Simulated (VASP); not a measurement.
Method: revTPSS meta-GGA, VASP's PBE PAW potentials (set 64) (plane waves; VASP).

A VASP calculation is set up with these files.

**INCAR**
```
SYSTEM = Pt
PREC = Accurate
ENCUT = 520
EDIFF = 1E-7
NELM = 100
ALGO = Normal
LREAL = .FALSE.
LASPH = .TRUE.
ISMEAR = 1
SIGMA = 0.1
METAGGA = RTPSS
LMIXTAU = .TRUE.
LMAXMIX = 6
LWAVE = .FALSE.
LCHARG = .FALSE.
ISIF = 2
```

File KPOINTS:
```
kpoints
0
gamma
  16 16 16
```

**POSCAR**
```
Pt
1
    0.0000000000     1.9958436917     1.9958436917
    1.9958436917     0.0000000000     1.9958436917
    1.9958436917     1.9958436917     0.0000000000
Pt
1
Direct
  0.0000000000   0.0000000000   0.0000000000
```

POTCAR, in this order: Pt (PBE.64 set). Program: vasp_std.

The run wrote:

File OSZICAR:
```
       N       E                     dE             d eps       ncg     rms          rms(c)
DAV:   1     0.914417484277E+02    0.91442E+02   -0.60813E+03  2658   0.118E+03
DAV:   2     0.399607355016E+02   -0.51481E+02   -0.49345E+02  2862   0.235E+02
DAV:   3     0.390892819466E+02   -0.87145E+00   -0.84846E+00  3542   0.339E+01
DAV:   4     0.390825872850E+02   -0.66947E-02   -0.66907E-02  3318   0.285E+00
DAV:   5     0.390824454755E+02   -0.14181E-03   -0.14181E-03  3671   0.343E-01    0.134E+01
DAV:   6     0.345308208879E+02   -0.45516E+01   -0.89887E+00  2610   0.481E+01    0.564E+00
DAV:   7     0.365286162464E+02    0.19978E+01   -0.54933E+00  2632   0.241E+01    0.483E+00
DAV:   8     0.348031321695E+02   -0.17255E+01   -0.83637E-01  2626   0.120E+01    0.158E+00
DAV:   9     0.346428195943E+02   -0.16031E+00   -0.11236E-01  2759   0.306E+00    0.872E-01
DAV:  10     0.346142794589E+02   -0.28540E-01   -0.53617E-02  2828   0.206E+00    0.272E-01
DAV:  11     0.346143915819E+02    0.11212E-03   -0.52076E-04  2841   0.254E-01    0.670E-02
DAV:  12     0.346142262414E+02   -0.16534E-03   -0.13350E-04  2695   0.132E-01    0.268E-02
DAV:  13     0.346142225959E+02   -0.36455E-05   -0.69658E-05  2835   0.753E-02    0.195E-02
DAV:  14     0.346142192782E+02   -0.33178E-05   -0.13665E-05  2672   0.378E-02    0.631E-03
DAV:  15     0.346142197392E+02    0.46105E-06   -0.26775E-06  2887   0.133E-02    0.612E-03
DAV:  16     0.346142198841E+02    0.14489E-06   -0.58338E-07  2583   0.729E-03    0.298E-03
DAV:  17     0.346142197802E+02   -0.10392E-06   -0.14423E-07  1350   0.310E-03    0.949E-04
DAV:  18     0.346142197880E+02    0.77738E-08   -0.36927E-09  1316   0.651E-04
   1 F= 0.34614220E+02 E0= 0.34614601E+02  d E =-.114286E-02
```

OUTCAR:
```
------------------------ aborting loop because EDIFF is reached ----------------------------------------
  FORCE on cell =-STRESS in cart. coord.  units (eV):
  Direction    XX          YY          ZZ          XY          YZ          ZX
  --------------------------------------------------------------------------------------
  Total       -1.4327657     -1.4327657     -1.4327657      0.0000000      0.0000000      0.0000000
  in kB     -144.3697408   -144.3697408   -144.3697408      0.0000000      0.0000000      0.0000000
  external PRESSURE =    -144.3697408 kB  Pullay stress =       0.0000000 kB
  volume of cell :       15.90
      direct lattice vectors                 reciprocal lattice vectors
     0.000000000  1.995843692  1.995843692    -0.250520620  0.250520620  0.250520620
     1.995843692  0.000000000  1.995843692     0.250520620 -0.250520620  0.250520620
     1.995843692  1.995843692  0.000000000     0.250520620  0.250520620 -0.250520620
 POSITION                                       TOTAL-FORCE (eV/Angst)
 -----------------------------------------------------------------------------------
      0.00000      0.00000      0.00000         0.000000     -0.000000     -0.000000
 -----------------------------------------------------------------------------------
    total drift:                               -0.000000      0.000000      0.000000
  FREE ENERGIE OF THE ION-ELECTRON SYSTEM (eV)
  ---------------------------------------------------
  free  energy   TOTEN  =        34.6142197880 eV

  energy  without entropy=       34.6153626484  energy(sigma->0) =       34.61460074
```
(Selected blocks of OUTCAR.)

The compound is Pt in the fcc structure. This cell is one point of a volume scan, at 1.06 of the reference volume.
